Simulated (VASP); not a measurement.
**Lattice of HgTe, functional by functional**

Aim: relax HgTe at several levels of theory and compare the cells. The starting structure is a measured crystal structure from the Crystallography Open Database. The first relaxation on each setting starts from this cell expanded by 3 % in volume.

Main program and level: VASP 6.6.1; Kohn-Sham DFT with plane waves and PAW; PBEsol, LDA and PBE.

## Step 1: The structure

It takes space group F-43m (No. 216, cubic). Conventional cell: a = 6.460 Å, b = 6.460 Å, c = 6.460 Å, α = 90.00°, β = 90.00°, γ = 90.00°. Nearest to Hg lie 4 Te at 2.80 Å. Nearest to Te lie 4 Hg at 2.80 Å. Farther neighbours and most contacts between anions are not listed.

## Step 2: Relaxation with PBEsol

PBEsol restores the gradient expansion of exchange and is tuned for the cells of solids.

The input, INCAR:

```
SYSTEM = HgTe
PREC = Accurate
ENCUT = 450
EDIFF = 1E-06
NELM = 100
ISMEAR = 0
SIGMA = 0.05
LREAL = .FALSE.
ALGO = Normal
GGA = PS
NBANDS = 15
LORBIT = 11
LWAVE = .FALSE.
LCHARG = .FALSE.
KPAR = 4
IBRION = 2
NSW = 50
ISIF = 3
EDIFFG = -0.006
```

The input, POSCAR:

```
HgTe
1.0
    0.0000000000      3.2619822780      3.2619822780
    3.2619822780      0.0000000000      3.2619822780
    3.2619822780      3.2619822780      0.0000000000
Hg Te
1 1
Direct
    0.0000000000      0.0000000000      0.0000000000
    0.7500000000      0.7500000000      0.7500000000
```

The input, KPOINTS:

```
Automatic mesh
0
Gamma
10 10 10
0 0 0
```

Potentials, in the order of the species: Hg and Te (PBE family, release 64).

Run with:

```sh
mpirun -np 4 vasp_std
```

The program printed:

```text
[banner, memory and clock lines left out]
running    4 mpi-ranks, on    1 nodes
 distrk:  each k-point on    1 cores,    4 groups
 distr:  one band on    1 cores,    1 groups

 POSCAR found type information on POSCAR HgTe
 POSCAR found :  2 types and       2 ions
|                                                                             |
|               ----> ADVICE to this user running VASP <----                  |
|                                                                             |
|     You enforced a specific xc type in the INCAR file but a different       |
|     [... a line on the potential file left out ...]
|     I HOPE YOU KNOW WHAT YOU ARE DOING!                                     |
|                                                                             |

 LDA part: xc-table for (Slater+PW92), standard interpolation
 POSCAR, INCAR and KPOINTS ok, starting setup
 FFT: planning ... GRIDC
 FFT: planning ... GRID_SOFT
 FFT: planning ... GRID
 WAVECAR not read
 entering main loop
       N       E                     dE             d eps       ncg     rms          rms(c)
DAV:   1     0.955795036867E+02    0.95580E+02   -0.73788E+03  1410   0.920E+02
DAV:   2    -0.112532011583E+01   -0.96705E+02   -0.91513E+02  1634   0.227E+02
DAV:   3    -0.457559737279E+01   -0.34503E+01   -0.34414E+01  1732   0.441E+01
DAV:   4    -0.460751440943E+01   -0.31917E-01   -0.31916E-01  2079   0.383E+00
DAV:   5    -0.460758796540E+01   -0.73556E-04   -0.73556E-04  1886   0.175E-01    0.722E+00
DAV:   6    -0.438808886009E+01    0.21950E+00   -0.46111E-01  1543   0.948E+00    0.585E+00
DAV:   7    -0.437831843569E+01    0.97704E-02   -0.98700E-02  1529   0.223E+00    0.221E+00
DAV:   8    -0.437640088709E+01    0.19175E-02   -0.97878E-03  1613   0.119E+00    0.578E-01
DAV:   9    -0.437614695958E+01    0.25393E-03   -0.72416E-04  1774   0.314E-01    0.109E-01
DAV:  10    -0.437615589073E+01   -0.89311E-05   -0.78012E-05  1680   0.844E-02    0.494E-02
DAV:  11    -0.437616256806E+01   -0.66773E-05   -0.18503E-05  1655   0.338E-02    0.238E-02
DAV:  12    -0.437616161560E+01    0.95247E-06   -0.30418E-06  1564   0.143E-02
   1 F= -.43761616E+01 E0= -.43761227E+01  d E =-.437616E+01
 curvature:   0.00 expect dE= 0.000E+00 dE for cont linesearch  0.000E+00
 trial: gam= 0.00000 g(F)=  0.508E-47 g(S)=  0.242E-03 ort = 0.000E+00 (trialstep = 0.100E+01)
 search vector abs. value=  0.242E-03
 bond charge predicted
       N       E                     dE             d eps       ncg     rms          rms(c)
DAV:   1    -0.437910960491E+01   -0.29470E-02   -0.53921E-02  1571   0.258E+00    0.397E-01
DAV:   2    -0.437653832439E+01    0.25713E-02   -0.60321E-03  1522   0.108E+00    0.134E-01
DAV:   3    -0.437628773440E+01    0.25059E-03   -0.63540E-04  1564   0.229E-01    0.128E-01
DAV:   4    -0.437625190016E+01    0.35834E-04   -0.79026E-05  1536   0.661E-02    0.199E-02
DAV:   5    -0.437624962929E+01    0.22709E-05   -0.11688E-05  1642   0.404E-02    0.180E-02
DAV:   6    -0.437625024734E+01   -0.61805E-06   -0.22444E-06  1318   0.143E-02
   2 F= -.43762502E+01 E0= -.43762114E+01  d E =-.886317E-04
 trial-energy change:   -0.000089  1 .order   -0.000112   -0.000242    0.000017
 step:   0.8736(harm=  0.9344)  dis= 0.00000  next Energy=    -4.376251 (dE=-0.898E-04)
 reached required accuracy - stopping structural energy minimisation
```

Wall time 14 s (4 MPI ranks of Intel Xeon Platinum 8488C (Sapphire Rapids), shared host); peak memory 0.83 GiB.

The logs omit lines about the potential files and the build; timing stands in the text.

OUTCAR, selected parts (step 2):

```text
ion  position               nearest neighbor table
   1  0.000  0.000  0.000-   2 2.82   2 2.82   2 2.82   2 2.82
   2  0.750  0.750  0.750-   1 2.82   1 2.82   1 2.82   1 2.82

  LATTYP: Found a face centered cubic cell.
 ALAT       =     6.5239645560

 Subroutine GETGRP returns: Found 24 space group operations
 (whereof 24 operations were pure point group operations)

The static configuration has the point symmetry T_d .

 Found     47 irreducible k-points:

   k-points           NKPTS =     47   k-points in BZ     NKDIM =     47   number of bands    NBANDS=     15

   dimension x,y,z NGX =    32 NGY =   32 NGZ =   32
   dimension x,y,z NGXF=    64 NGYF=   64 NGZF=   64

   ENCUT  =  450.0 eV  33.07 Ry    5.75 a.u.   7.98  7.98  7.98*2*pi/ulx,y,z

   NELECT =      18.0000    total number of electrons

 k-points in reciprocal lattice and weights: Automatic mesh
   0.00000000  0.00000000  0.00000000       0.001
   0.10000000  0.00000000  0.00000000       0.008
   0.20000000  0.00000000  0.00000000       0.008
   0.30000000  0.00000000  0.00000000       0.008
   0.40000000  0.00000000  0.00000000       0.008
   0.50000000  0.00000000  0.00000000       0.004
   0.10000000  0.10000000  0.00000000       0.006
   0.20000000  0.10000000  0.00000000       0.024
   0.30000000  0.10000000  0.00000000       0.024
[...]
-0.30000000  0.40000000  0.20000000       0.024
  -0.30000000  0.50000000  0.20000000       0.012

 average (electrostatic) potential at core
       1 -40.4209       2 -91.4245

 E-fermi :   2.7224

 k-point     1 :       0.0000    0.0000    0.0000
  band No.  band energies     occupation
    ...
      6      -3.9948      2.00000
      7       1.8467      2.00000
      8       2.7071      1.33517
      9       2.7071      1.33517
     10       2.7071      1.33517
     11       6.9289      0.00000
     12       6.9289      0.00000
     13       6.9289      0.00000
     14       9.0251      0.00000
     15      12.2100      0.00000

 k-point     2 :       0.1000    0.0000    0.0000
  band No.  band energies     occupation
    ...
      5      -3.9962      2.00000
      6      -3.9962      2.00000
      7       1.0925      2.00000
      8       2.5958      1.99966
      9       2.5958      1.99966
     10       3.1864      0.00000
     11       6.8081      0.00000
     12       7.0799      0.00000
     13       7.0799      0.00000
     14       9.6963      0.00000
    ...

 k-point     3 :       0.2000    0.0000    0.0000
  band No.  band energies     occupation
    ...
      5      -3.9974      2.00000
      6      -3.9974      2.00000
      7      -0.0626      2.00000
      8       2.3322      2.00000
      9       2.3322      2.00000
     10       3.4966      0.00000
     11       7.1094      0.00000
     12       7.4032      0.00000
     13       7.4032      0.00000
     14      10.4539      0.00000
    ...

  Total        0.0040604      0.0040604      0.0040604     -0.0000000      0.0000000     -0.0000000
  in kB        0.0941075      0.0941075      0.0941075     -0.0000000      0.0000000     -0.0000000
  external PRESSURE =       0.0941075 kB  Pullay stress =       0.0000000 kB

  energy-cutoff  :      450.00
  volume of cell :       69.13
      direct lattice vectors                 reciprocal lattice vectors
    -0.000000000  3.257435131  3.257435131    -0.153494998  0.153494998  0.153494998
     3.257435131  0.000000000  3.257435131     0.153494998 -0.153494998  0.153494998
     3.257435131  3.257435131  0.000000000     0.153494998  0.153494998 -0.153494998

 POSITION                                       TOTAL-FORCE (eV/Angst)
 -----------------------------------------------------------------------------------
      0.00000      0.00000      0.00000         0.000000      0.000000      0.000000
      4.88615      4.88615      4.88615        -0.000000     -0.000000     -0.000000
 -----------------------------------------------------------------------------------
    total drift:                                0.000000      0.000000      0.000000

  FREE ENERGIE OF THE ION-ELECTRON SYSTEM (eV)
  ---------------------------------------------------
  free  energy   TOTEN  =        -4.3762502473 eV

  energy  without entropy=       -4.3761724547  energy(sigma->0) =       -4.37621135

 reached required accuracy - stopping structural energy minimisation

 total charge
# of ion       s       p       d       tot
------------------------------------------
    1        0.748   0.404   9.349  10.502
    2        1.372   1.955   0.031   3.358
--------------------------------------------------
tot          2.120   2.359   9.380  13.860

[... 3 further parts left out ...]
```

CONTCAR:

```
HgTe
   1.00000000000000
    -0.0000000000000000    3.2574351306250611    3.2574351306250611
     3.2574351306250611    0.0000000000000000    3.2574351306250611
     3.2574351306250611    3.2574351306250611    0.0000000000000000
  Hg              Te
     1     1
Direct
     0.0000000000000000    0.0000000000000000    0.0000000000000000
     0.7500000000000000    0.7500000000000000    0.7500000000000000
```

The PAW data sets were made with PBE, which is usual practice but a small mismatch for other functionals. The run keeps the 24 symmetry operations of its start, so it cannot find a distortion of lower symmetry.

With PBEsol the relaxed cell holds 34.564 Å³ an atom, +2.57 % against the measured cell, with a = 6.515 Å. Pressures at 0.985 and 1.015 times this volume, from two more relaxations that aren't shown, give a bulk modulus of 42.0 GPa.

## Step 3: Relaxation with LDA

LDA, the lowest rung, knows the local density alone. This run starts from the cell of an earlier relaxation, which isn't shown; the restart sets up the plane waves anew.

INCAR: that of step 2 with these lines changed.

```diff
@@ -9,3 +9,3 @@
 ALGO = Normal
-GGA = PS
+GGA = CA
 NBANDS = 15
```

The input, POSCAR:

```
HgTe
1.0
    0.0000000000      3.2240605751      3.2240605751
    3.2240605751      0.0000000000      3.2240605751
    3.2240605751      3.2240605751      0.0000000000
Hg Te
1 1
Direct
    0.0000000000      0.0000000000      0.0000000000
    0.7500000000      0.7500000000      0.7500000000
```

KPOINTS is that of step 2.

Potentials, in the order of the species: Hg and Te (LDA family, release 64).

Run with:

```sh
mpirun -np 4 vasp_std
```

The program printed:

```text
[banner, memory and clock lines left out]
running    4 mpi-ranks, on    1 nodes
[...]
LDA part: xc-table for (Slater(with rela. corr.)+CA(PZ))
 , standard interpolation
 POSCAR, INCAR and KPOINTS ok, starting setup
[...]
entering main loop
       N       E                     dE             d eps       ncg     rms          rms(c)
DAV:   1     0.976794921314E+02    0.97679E+02   -0.74249E+03  1418   0.919E+02
DAV:   2    -0.168435372768E+01   -0.99364E+02   -0.93859E+02  1613   0.231E+02
DAV:   3    -0.523356704196E+01   -0.35492E+01   -0.35382E+01  1732   0.453E+01
DAV:   4    -0.526824457399E+01   -0.34678E-01   -0.34675E-01  2086   0.402E+00
[...]
DAV:  11    -0.503848581068E+01   -0.19197E-05   -0.16013E-05  1691   0.371E-02    0.279E-02
DAV:  12    -0.503848469452E+01    0.11162E-05   -0.28805E-06  1536   0.155E-02    0.125E-02
DAV:  13    -0.503848471578E+01   -0.21264E-07   -0.20899E-07   838   0.297E-03
   1 F= -.50384847E+01 E0= -.50384460E+01  d E =-.503848E+01
[...]
reached required accuracy - stopping structural energy minimisation
```

It took 6.8 s on 4 MPI ranks; peak memory 0.68 GiB; 25 s of CPU time.

Parts of OUTCAR (step 3):

```text
  Total        0.0003576      0.0003576      0.0003576      0.0000000      0.0000000     -0.0000000
  in kB        0.0085487      0.0085487      0.0085487      0.0000000      0.0000000     -0.0000000
  external PRESSURE =       0.0085487 kB  Pullay stress =       0.0000000 kB

 POSITION                                       TOTAL-FORCE (eV/Angst)
 -----------------------------------------------------------------------------------
      0.00000      0.00000      0.00000         0.000000      0.000000      0.000000
      4.83609      4.83609      4.83609        -0.000000     -0.000000     -0.000000
 -----------------------------------------------------------------------------------
    total drift:                               -0.000000     -0.000000      0.000000

  FREE ENERGIE OF THE ION-ELECTRON SYSTEM (eV)
  ---------------------------------------------------
  free  energy   TOTEN  =        -5.0384847158 eV

  energy  without entropy=       -5.0384073028  energy(sigma->0) =       -5.03844601

[... 2 parts as in an earlier step ...]

[... 2 further parts left out ...]
[key lines of the parts left out:]
E-fermi :   2.9969
```

With LDA the relaxed cell holds 33.513 Å³ an atom, -0.55 % against the measured cell, with a = 6.448 Å. That is -3.04 % from PBEsol. Pressures at 0.985 and 1.015 times this volume, from two more relaxations that aren't shown, give a bulk modulus of 47.2 GPa.

## Step 4: Relaxation with PBE

PBE, the usual starting point, adds the gradient of the density. This run starts from the cell of an earlier relaxation, which isn't shown; the restart sets up the plane waves anew.

INCAR: that of step 3 with these lines changed.

```diff
@@ -9,3 +9,3 @@
 ALGO = Normal
-GGA = CA
+GGA = PE
 NBANDS = 15
```

The input, POSCAR:

```
HgTe
1.0
    0.0000000000      3.3278280022      3.3278280022
    3.3278280022      0.0000000000      3.3278280022
    3.3278280022      3.3278280022      0.0000000000
Hg Te
1 1
Direct
    0.0000000000      0.0000000000      0.0000000000
    0.7500000000      0.7500000000      0.7500000000
```

KPOINTS is that of step 3.

PAW data sets: Hg and Te (PBE family, release 64).

Run with:

```sh
mpirun -np 4 vasp_std
```

The program printed:

```text
[banner, memory and clock lines left out]
running    4 mpi-ranks, on    1 nodes
[...]
LDA part: xc-table for (Slater+PW92), standard interpolation
 POSCAR, INCAR and KPOINTS ok, starting setup
[...]
entering main loop
       N       E                     dE             d eps       ncg     rms          rms(c)
DAV:   1     0.922516233107E+02    0.92252E+02   -0.73101E+03  1426   0.909E+02
DAV:   2    -0.470717204023E+00   -0.92722E+02   -0.87633E+02  1606   0.220E+02
DAV:   3    -0.381918946046E+01   -0.33485E+01   -0.33394E+01  1732   0.437E+01
DAV:   4    -0.385211615425E+01   -0.32927E-01   -0.32925E-01  2079   0.387E+00
[...]
DAV:  10    -0.365090193530E+01   -0.29858E-04   -0.87409E-05  1614   0.847E-02    0.461E-02
DAV:  11    -0.365091608958E+01   -0.14154E-04   -0.25857E-05  1599   0.351E-02    0.201E-02
DAV:  12    -0.365091542084E+01    0.66874E-06   -0.32038E-06  1676   0.119E-02
   1 F= -.36509154E+01 E0= -.36508753E+01  d E =-.365092E+01
[...]
reached required accuracy - stopping structural energy minimisation
```

Elapsed: 10 s, on 4 MPI ranks; peak memory 0.91 GiB; 39 s of CPU time.

From OUTCAR (step 4):

```text
  Total        0.0029371      0.0029371      0.0029371      0.0000000      0.0000000      0.0000000
  in kB        0.0638427      0.0638427      0.0638427      0.0000000      0.0000000      0.0000000
  external PRESSURE =       0.0638427 kB  Pullay stress =       0.0000000 kB

 POSITION                                       TOTAL-FORCE (eV/Angst)
 -----------------------------------------------------------------------------------
      0.00000      0.00000      0.00000        -0.000000     -0.000000     -0.000000
      4.99174      4.99174      4.99174         0.000000      0.000000      0.000000
 -----------------------------------------------------------------------------------
    total drift:                                0.000000      0.000000      0.000000

  FREE ENERGIE OF THE ION-ELECTRON SYSTEM (eV)
  ---------------------------------------------------
  free  energy   TOTEN  =        -3.6509154208 eV

  energy  without entropy=       -3.6508351869  energy(sigma->0) =       -3.65087530

[... 2 parts as in an earlier step ...]

[... 2 further parts left out ...]
[key lines of the parts left out:]
E-fermi :   2.2297
```

With PBE the relaxed cell holds 36.854 Å³ an atom, +9.36 % against the measured cell, with a = 6.656 Å. That is +6.62 % from PBEsol. Pressures at 0.985 and 1.015 times this volume, from two more relaxations that aren't shown, give a bulk modulus of 34.2 GPa.

## Step 5: Comparison

```
 level  volume (Å³/atom)  against the measured cell (%)   a (Å)  bulk modulus (GPa)  pressure left (GPa)  core minutes
PBEsol            34.564                           2.57  6.5149                42.0                 0.01         0.947
   LDA            33.513                          -0.55  6.4481                47.2                  0.0          1.27
   PBE            36.854                           9.36  6.6557                34.2                 0.01           1.6
```

Core minutes are wall time times ranks, summed over the relaxations behind a row (those for a bulk modulus apart), on shared hosts.

## Step 6: What came out

```
volume, PBEsol : 34.56 Å³/atom
volume, LDA    : 33.51 Å³/atom
volume, PBE    : 36.85 Å³/atom
```

**Reading.** Across 3 levels the volume of HgTe spans 10.0 %, from 33.51 Å³ an atom (LDA) to 36.85 Å³ (PBE). Against the measured volume of the starting structure, LDA comes nearest (-0.6 %) and PBE lies farthest (+9.4 %). The measured cell holds zero-point expansion and, unless it was taken cold, thermal expansion, which the runs lack, so small differences decide nothing. The bulk modulus goes from 34.2 GPa (PBE) to 47.2 GPa (LDA). Spin-orbit coupling is left out of all runs, which can matter with elements this heavy. All runs keep the symmetry of the start, so they can't find a distortion of lower symmetry. Further runs on this material are not shown.

[Lines on the potential files, build, host, timing and source positions are cut from VASP's logs without a mark.]

[Logs are printed without paths, hosts, clocks, repeated set-up lines and the standing remarks that a program may print on its own settings, such as how far it seeks lower states.]

[Hosts, paths, dates, database ids (printed as entryN), source tags and the programs' standing remarks are cut or masked in the printed files.]
